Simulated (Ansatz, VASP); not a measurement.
**Si27C26 (V_C) in two plane-wave programs**

Aim: how closely do two programs agree when they are given the same cell, functional and k mesh? The cell is taken from a series of runs on this material, whose earlier steps may have relaxed, scaled, displaced or heated it; both programs get it as it stands.

Program: Ansatz 0.2.0. Level of theory: plane waves, with VASP 6.6.1 beside it; single point at r2SCAN. Results are calculated unless marked as measured.

## (1) The structure

The cell holds 53 atoms: 27 Si and 26 C. Its edges and angles: a = 9.242 Å, b = 9.242 Å, c = 9.242 Å, α = 60.0°, β = 60.0°, γ = 60.0°. It derives from SiC (SiC (F-43m)). Nearest the centre at fractional (0.417, 0.417, 0.417): Si14 at 1.68 Å, Si23 at 1.73 Å, Si15 at 1.75 Å, Si17 at 1.75 Å, C32 at 3.04 Å, C49 at 3.04 Å, C39 at 3.06 Å, C42 at 3.06 Å. The cell carries charge −2.

Structure file:

```xyz
53
Lattice="0.0000 6.5349 6.5349 6.5349 0.0000 6.5349 6.5349 6.5349 0.0000" Properties=species:S:1:pos:R:3 pbc="T T T"
Si    0.0023    0.0064    0.0070
Si    8.7180    8.7178   13.0685
Si    4.3613    4.3557    0.0070
Si    8.7180   13.0679    8.7184
Si    4.3692    8.7166    8.7172
Si    6.5308    4.3554    2.2052
Si    4.3613    0.0064    4.3563
Si    6.5308    2.2046    4.3560
Si    8.7181   10.8849   10.8855
Si   13.0684    8.7172    8.7178
Si    2.1861    4.3663    2.1842
Si    4.3601    6.5385    2.2032
Si    2.1861    2.1836    4.3669
Si    4.3926    4.5203    4.5209
Si    6.5128    6.4204    4.4572
Si    4.3601    2.2026    6.5391
Si    6.5128    4.4566    6.4210
Si    8.7140    6.5426    6.5432
Si    0.0025    4.3559    4.3565
Si    8.7119    6.5463   10.8831
Si    4.3603    8.6945    4.3573
Si    8.7119   10.8825    6.5469
Si    4.3519    6.3957    6.3963
Si    6.5296    8.6864    6.5353
Si    4.3603    4.3567    8.6951
Si    6.5296    6.5347    8.6870
Si    8.7111    8.7129    8.7135
C     1.0936    1.0939    1.0945
C     3.2721    3.2691    1.0955
C     5.4489    5.4494    1.0982
C     3.2721    1.0949    3.2697
C     5.4350    3.2953    3.2959
C     7.6487    5.4397    3.2581
C     5.4489    1.0976    5.4500
C     7.6487    3.2575    5.4403
C     9.8096    5.4474    5.4480
C     1.0956    3.2698    3.2704
C     3.2541    5.4606    3.2637
C     5.4607    7.6150    3.2830
C     3.2541    3.2631    5.4612
C     7.6428    7.6318    5.4491
C     5.4607    3.2824    7.6156
C     7.6428    5.4485    7.6324
C     9.8157    7.6300    7.6306
C     1.0884    5.4489    5.4495
C     3.2451    7.6431    5.4374
C     5.4479    9.7993    5.4475
C     3.2451    5.4368    7.6437
C     5.4271    7.5960    7.5966
C     7.6069    9.7954    7.6306
C     5.4479    5.4469    9.7999
C     7.6069    7.6300    9.7960
C     9.8167    9.7979    9.7985
```

## (2) Ansatz: single point, r2SCAN

Ansatz runs on its PAW soft_1 files.

With cell and atoms fixed, the geometry can't cause a difference; cores, projectors, grids and the points listed under the comparison can.

input.yaml

```yaml
crystal:
  checkpoint: "../qm2_M2.relax.run"
  host: checkpoint
total_charge: -2
basis:
  ecutwfc: 500
  xc_grid: 2
hamiltonian:
  xc: r2scan
  pseudopotentials: { kind: paw, azcp: { folder: soft_1 } }
kpoints:
  mp_grid: { grid: [2, 2, 2], shift: [0.5, 0.5, 0.5] }
magnetization:
  spin_polarized: true
  initial_magnetization: 2
  spin_locking: { lock_magnetization: hard }
scf:
  occupations: { method: fixed }
  max_iter: 100
output:
  forces: true
  eigenvalues: true
  charged_corrections:
    epsilon: 7.06
    static_epsilon: 10.43
    defect_position: [0.416667, 0.416667, 0.416667]
  eigenstates: { localisation: true }
  populations: true
  efg: {}
checkpoint:
  read: "../qm2_M2.relax.run"
  write: "../qm2_M2.point.run"
  compress: false
  write_wavefunctions: false
  write_every: 100000
```

Command:

```
> ansatz run input.yaml --threads 4 --pin off --max-ram 7536MiB --backend cpu --events-out ev --progress --plain --runs-dir out
```

Numbers of over 12 decimals in the logs are rounded to 6 here.

Output:

```text
Warning: at least one further symmetry operation maps every atom of the structure, as the run holds it, onto an atom to within 4.03e-5 (fractional), and is not used: no operation is sought that the atoms, as the run holds them, miss by more than 2.00e-5, twice crystal.symmetry.tolerance (1.0e-5). The run uses 1 unitary operations. The run imposes no operation that its atoms and lattice do not hold. Figures that only  [...]
Warning: This run holds its total moment fixed (magnetization.spin_locking.lock_magnetization: hard) and mixes its density by anderson or broyden (scf.mixing.algorithm, typed or taken by auto). Slabs with a fixed moment have converged under broyden above another state at the same moment, at the default mixing steps and at smaller ones, and under scf.lower_state_search: standard, light or off a state that such a mixer [...]
crystal.checkpoint: the structure is that of <dir>, a `relax` run, at its step 13: its result, under r2scan at a charge of -2 e; 53 atoms read, 0 with a starting moment; crystal.structure_sha256 for this input is
Engine: ansatz 0.2.0, x86_64-unknown-linux-gnu
Pseudopotentials: kind: paw
Pseudopotential: Si, paw, valence charge 4, recommended cutoff 500 eV (meta_gga), soft_1/Si.paw.azcp
Pseudopotential: C, paw, valence charge 4, recommended cutoff 500 eV (meta_gga), soft_1/C.paw.azcp
Functional definition: r2SCAN
  parameter k0 = 0.174
  parameter k1 = 0.065
  parameter a1 = 4.9479
  exchange = r2scan_x(k0 = k0, k1 = k1, a1 = a1)
  correlation = r2scan_c
Crystal: 53 atoms, lattice volume = 558.142 Å³
Basis set: ecut = 500 eV, 14163 PW (Γ), exchange–correlation on 144×144×144 points (8 copies of the dense FFT grid, shifted against one another)
Bands: 161, of which v1, the nominal top of the filled ones, is band 107 counted from 1 (106 counted from 0)
Symmetry: 1 space group operations
Space group: P1 (ITA 1), of the structure as read, at distance tolerance 8.2e-5 Å
Magnetic group: BNS 1.1 (UNI 1), of the structure as read, at distance tolerance 8.2e-5 Å
k-points: 4 of 8 (time reversal used)
Non-local potential: Si, projectors of the file, l = 0: 2, l = 1: 2, l = 2: 1
Non-local potential: C, projectors of the file, l = 0: 2, l = 1: 2, l = 2: 1
PAW form: soft (Blöchl's): semilocal exchange-correlation on the pseudo side does not see the compensation charge
PAW frozen core: Si, regenerated for the run's functional (the file was generated under x = pbe(κ = 0.804, μ = 0.219515), c = pbe(β = 0.066725))
PAW frozen core: C, regenerated for the run's functional (the file was generated under x = pbe(κ = 0.804, μ = 0.219515), c = pbe(β = 0.066725))
PAW one-centre angular grid: Si, 302 points (default); XC on 160 Gauss nodes
PAW one-centre angular grid: C, 302 points (default); XC on 219 of its mesh's 2255 points in the sphere
Initial density: read from a saved state, or passed on in memory by an earlier SCF of this step, an earlier step, the calling program or the single point that the run made first
Stability of the state it starts from, as read at its close in the collinear treatment: not read, because the mixer in use, unlike msr1, does not test its closes by its own steps (another_mixer); its run was given moments
Starting moments: Σ|m| = 2 μB on 53 of 53 sites; this step starts from the density that it was given
Initial wavefunctions: those read from a saved state, or passed on in memory by an earlier step or the calling program
Functional: x = r2scan, c = r2scan; τ floored in thin density (d = 2e-4 eV/Å³)
SCF iter   1: F=—  HF=-23786.498595 eV  |F-HF|=—  |Δ(HF+E_count)|=         —  Δρ=3.54e-7 (↑3.54e-7 ↓3.31e-7)  dr2=2.29e-9  dr2_τ=9.32e-12  dr2_m=1.78e-11  M=2.000 μB ∫|m|=2.097 μB  β_m=1.20  ethr=3.37e-12  ⟨swp⟩=3.5  Hψ=3038  notcnv=0
preconditioner: auto → Resta (q_TF=auto, 2.325 Å⁻¹)  ε∞=4.3  [insulator: Δε(μ)=0.114 eV  Ē_g=12.595 eV  n_scr=112 (ndim 8)  ℏωp=23.0 eV  f_vac=0.000  ε∞_Penn≈4.3]
[...]
atom  53  C  V_zz =    +0.182519   η = 0.1148   by run symmetry: allowed
            electrostatic potential = -418.345934 V   contact ρ = 865.576525 e/Å³   contact ρ_s (e/Å³): all electrons +0.034448, valence +0.032098
--- Charged-cell corrections in eV (Makov–Payne, q = -2.000 e, ε = 7.060 of the electrons, 10.430 with the ions) ---
  F (periodic)     = -23786.498595  (uncorrected; the corrections below are reported, never added to it)
  E_corr1          = +1.430985  (monopole, q²α_M/2εL)
  F Makov-Payne    = n/a  (the rows are of the electrons' constant alone; ansatz place-levels tells what screens the charge)
  no potential alignment in this run, which stands beside a crystal: run the host's input off ansatz write-host-input, and read the two finished runs by ansatz place-levels (neither reads a slab, a wire or a sheet, whose cell leaves a vacuum)
--- Band table (eV; the first three rows and the last of 8) ---
  k-point 0 ↑: bands = [... 103 lower, 8.9455, 8.9648, 10.8900, 11.2698, 11.3725, 11.9076, 11.9848, 12.2379, ... 50 higher]
  k-point 1 ↑: bands = [... 103 lower, 8.6226, 8.8653, 10.3349, 10.9035, 11.1024, 11.4864, 12.6266, 12.7900, ... 50 higher]
  k-point 2 ↑: bands = [... 103 lower, 8.6226, 8.8653, 10.3349, 10.9038, 11.1021, 11.4863, 12.6265, 12.7900, ... 50 higher]
  k-point 3 ↓: bands = [... 103 lower, 8.6646, 8.8919, 10.5559, 11.3605, 12.1257, 12.1999, 12.8800, 12.9295, ... 50 higher]
--- Löwdin populations: 53 sites ---
  site symbol       q [e]    m [muB]
     0     Si      2.9761     0.0024
     1      C      4.9894    -0.0001
     2     Si      2.9702     0.0064
     3      C      4.9886     0.0015
     4     Si      2.9758     0.0028
     5      C      4.9869     0.0000
     6     Si      2.9702     0.0064
     7      C      4.9886     0.0015
     8     Si      2.9945     0.0410
     9      C      4.9626     0.0628
    10     Si      2.9756     0.0014
    11      C      4.9755     0.0379
    12     Si      2.9758     0.0028
    13      C      4.9869     0.0000
    14     Si      2.9757     0.0015
    15      C      4.9755     0.0379
    16     Si      2.9709     0.0021
    17      C      4.9868     0.0010
    18     Si      2.9826     0.0267
    19      C      4.9887     0.0016
    20     Si      2.9749     0.0154
    21      C      4.9797     0.0332
    22     Si      2.9743     0.0006
    23      C      4.9651     0.0667
[...]
45     Si      2.9776     0.0015
    46      C      4.9925     0.0036
    47     Si      2.9739     0.0008
    48      C      4.9872     0.0003
    49     Si      2.9776     0.0015
    50      C      4.9925     0.0036
    51     Si      2.9794     0.0034
    52      C      4.9932     0.0020
  spilling = 0.010945 (of n_electrons = 214.000000)
```

## (3) VASP: single point, r2SCAN

The same cell, functional and mesh now go to VASP, with its own data sets.

Lines of VASP's logs that name or quote its potential files are left out, and so is its time.

INCAR

```
SYSTEM = Si27C26
PREC = Accurate
ENCUT = 580
EDIFF = 1E-06
NELM = 200
ISMEAR = 0
SIGMA = 0.01
LREAL = Auto
ALGO = Normal
METAGGA = R2SCAN
LASPH = .TRUE.
NELECT = 214
NBANDS = 144
ISPIN = 2
MAGMOM = 0 0 0 0 0.01 0 0 0 0 0.01 0.01 0 0.01 0.07 0.07 0 0.07 0 0 0 0 0 0.07 0 0 0 0 -0 0 -0 0 0.04 0.03 -0 0.03 0 0 0.02 0.05 0.02 0.02 0.05 0.02 0 0 0.03 -0 0.03 0.04 0 -0 0 0
LORBIT = 11
LWAVE = .FALSE.
LCHARG = .FALSE.
ISIF = 2
ISYM = 0
NUPDOWN = 2
GGA_COMPAT = .FALSE.
LMIXTAU = .TRUE.
KPAR = 4
```

POSCAR

```
Si27C26
1.0
    0.0000000000      6.5348887282      6.5348887282
    6.5348887282      0.0000000000      6.5348887282
    6.5348887282      6.5348887282      0.0000000000
Si C
27 26
Direct
    0.0008535665      0.0002198271      0.0001275066
    0.9998884964      0.9999150027      0.3341559299
    0.0001053552      0.0009640291      0.6664201103
    0.9998884964      0.3342482504      0.9998226822
    0.9995984651      0.3343442382      0.3342519178
    0.0022801362      0.3351698375      0.6642110938
    0.0001053552      0.6665124307      0.0008717087
    0.0022801362      0.6643034142      0.3350775171
    0.9986626789      0.6670854368      0.6669931164
    0.3341046521      0.9999404157      0.9998480953
    0.3339329306      0.0003043903      0.3342254435
    0.3352417446      0.0019002809      0.6653033066
    0.3339329306      0.3343177639      0.0002120699
    0.3556814915      0.3361343696      0.3360420492
    0.3339573756      0.3481029814      0.6485179031
    0.3352417446      0.6653956270      0.0018079605
    0.3339573756      0.6486102236      0.3480106609
    0.3344956707      0.6667760737      0.6666837533
    0.6664166928      0.0002382578      0.0001459374
    0.6669937736      0.9983859072      0.3347537979
    0.6650079151      0.0017689911      0.6654699130
    0.6669937736      0.3348461183      0.9982935868
    0.6457758700      0.3330206318      0.3329283114
    0.6650597612      0.3350094052      0.6641764984
    0.6650079151      0.6655622334      0.0016766706
    0.6650597612      0.6642688188      0.3349170848
    0.6668303059      0.6665546938      0.6664623734
    0.0837676751      0.0837231174      0.0836307970
    0.0835951471      0.0840484567      0.4166624693
    0.0840675319      0.0839866273      0.7498272370
    0.0835951471      0.4167547897      0.0839561363
    0.0884717032      0.4158886639      0.4157963435
    0.0802673337      0.4183069129      0.7521386822
    0.0840675319      0.7499195574      0.0838943068
    0.0802673337      0.7522310027      0.4182145924
    0.0830810327      0.7506034113      0.7505110909
    0.4165764205      0.0838735045      0.0837811841
    0.4185375082      0.0808876776      0.4170668177
    0.4160194778      0.0863593694      0.7492685644
    0.4185375082      0.4171591381      0.0807953571
    0.4160805225      0.4177711130      0.7517736608
    0.4160194778      0.7493608848      0.0862670489
    0.4160805225      0.7518659812      0.4176787925
    0.4166001276      0.7510709296      0.7509786092
    0.7505927563      0.0833194623      0.0832271418
    0.7525331754      0.0795276893      0.4170522248
    0.7497355713      0.0838643668      0.7498025866
    0.7525331754      0.4171445452      0.0794353689
    0.7471735899      0.4152885825      0.4151962621
    0.7512826370      0.4163906750      0.7476546401
    0.7497355713      0.7498949071      0.0837720463
    0.7512826370      0.7477469606      0.4162983546
    0.7482673227      0.7511452889      0.7510529685
```

KPOINTS

```
Points of the shifted mesh
8
Reciprocal
 0.2500000000  0.2500000000  0.2500000000 1
 0.2500000000  0.2500000000  0.7500000000 1
 0.2500000000  0.7500000000  0.2500000000 1
 0.2500000000  0.7500000000  0.7500000000 1
 0.7500000000  0.2500000000  0.2500000000 1
 0.7500000000  0.2500000000  0.7500000000 1
 0.7500000000  0.7500000000  0.2500000000 1
 0.7500000000  0.7500000000  0.7500000000 1
```

PAW data sets: Si and C (PBE family, release 64).

Command:

```
> mpirun -np 8 vasp_std
```

Output:

```text
[banner, memory and clock lines left out]
running    8 mpi-ranks, on    1 nodes
[...]
|                                                                             |
|           W    W    AA    RRRRR   N    N  II  N    N   GGGG   !!!           |
|           W    W   A  A   R    R  NN   N  II  NN   N  G    G  !!!           |
|           W    W  A    A  R    R  N N  N  II  N N  N  G       !!!           |
|           W WW W  AAAAAA  RRRRR   N  N N  II  N  N N  G  GGG   !            |
|           WW  WW  A    A  R   R   N   NN  II  N   NN  G    G                |
|           W    W  A    A  R    R  N    N  II  N    N   GGGG   !!!           |
|                                                                             |
|     For optimal performance we recommend to set                             |
|       NCORE = 2 up to number-of-cores-per-socket                            |
|     NCORE specifies how many cores store one orbital (NPAR=cpu/NCORE).      |
|     This setting can greatly improve the performance of VASP for DFT.       |
[...]
DAV:   5    -0.566408443322E+03   -0.46875E-01   -0.46815E-01  5560   0.161E+00BRMIX: very serious problems
 the old and the new charge density differ
 old charge density:   212.00000 new  214.00000
BRMIX: very serious problems
 the old and the new charge density differ
 old charge density:   212.00000 new  214.00000
BRMIX: very serious problems
 the old and the new charge density differ
 old charge density:   212.00000 new  214.00000
BRMIX: very serious problems
 the old and the new charge density differ
 old charge density:   212.00000 new  214.00000
    0.467E+01
DAV:   6    -0.505905887651E+03    0.60503E+02   -0.15093E+02  5280   0.243E+01    0.265E+01
DAV:   7    -0.480592155397E+03    0.25314E+02   -0.11083E+01  5200   0.839E+00    0.111E+01
DAV:   8    -0.483409417100E+03   -0.28173E+01   -0.13285E+01  5352   0.894E+00    0.598E+00
DAV:   9    -0.485825235112E+03   -0.24158E+01   -0.27715E+00  5032   0.504E+00    0.262E+00
[...]
DAV:  17    -0.486831652582E+03   -0.92513E-04   -0.63920E-05  5096   0.258E-02    0.381E-02
DAV:  18    -0.486831682771E+03   -0.30189E-04   -0.23280E-05  5192   0.153E-02    0.238E-02
DAV:  19    -0.486831683241E+03   -0.47009E-06   -0.86232E-06  4976   0.771E-03
   1 F= -.48683168E+03 E0= -.48683168E+03  d E =-.728570E-13  mag=     2.0000
```

From OUTCAR (step 3):

```text
  FREE ENERGIE OF THE ION-ELECTRON SYSTEM (eV)
  ---------------------------------------------------
  free  energy   TOTEN  =      -486.8316832414 eV

  energy  without entropy=     -486.8316832414  energy(sigma->0) =     -486.83168324

 magnetization (x)
# of ion       s       p       d       tot
------------------------------------------
    1        0.000   0.000   0.000   0.000
    2        0.001   0.004   0.000   0.005
    3        0.000   0.001   0.000   0.001
    4        0.001   0.004   0.000   0.005
    5        0.005   0.014   0.000   0.019
    6        0.001  -0.000   0.000   0.001
    7        0.000   0.001   0.000   0.001
    8        0.001  -0.000   0.000   0.001
    9       -0.000   0.000   0.000  -0.000
   10        0.004   0.012   0.000   0.016
   11        0.002   0.005   0.000   0.007
   12        0.001  -0.000   0.000   0.001
   13        0.002   0.005   0.000   0.007
[...]
--------------------------------------------------
tot          0.247   0.613   0.000   0.860
```

SCAN-type functionals tend to overstate the moments of itinerant magnets.

## (4) Comparison

Known differences besides the potentials themselves: VASP starts from the moments at which Ansatz ended; VASP keeps PBE cores, Ansatz makes them for the functional; fixed occupations in Ansatz, narrow Gaussian smearing in VASP; the cutoff is 500 eV in Ansatz and 580 eV in VASP (PREC = Accurate, projectors in real space); site moments are counted in spheres of each program's own size. Total energies have different zeros and are not compared.

Compared:

```
                             quantity  Ansatz  VASP  difference
total moment, fixed by the input (μB)    2.00  2.00        0.00
                  moment on Si15 (μB)    0.07  0.12       -0.04
                  moment on Si17 (μB)    0.07  0.12       -0.04
                  moment on Si23 (μB)    0.07  0.11       -0.04
                  moment on Si14 (μB)    0.07  0.11       -0.04
                   moment on C42 (μB)    0.05  0.05        0.00
                   moment on C39 (μB)    0.05  0.05        0.00
```

At this near-relaxed geometry the largest component of a force difference is 6 meV/Å. The cell carries a charge of -2 e against a uniform background, so its pressure also hangs on how the neutralising background is counted, and in a defect's cell a gap may be the spacing between its levels.

## (5) Outcome

| Quantity | Value |
| --- | --- |
| difference in moment on Si15 (single point, r2SCAN) | -0.042 μB |

The difference in moment on Si15 is -0.042 μB (single point, r2SCAN). How closely two codes agree says nothing of how well the functional describes the real material.

[Lines on the potential files, build, host, timing and source positions are cut from VASP's logs without a mark.]

[Logs are printed without paths, hosts, clocks, repeated set-up lines and the standing remarks that a program may print on its own settings, such as how far it seeks lower states.]

[Hosts, paths, dates, database ids (printed as entryN), source tags and the programs' standing remarks are cut or masked in the printed files.]
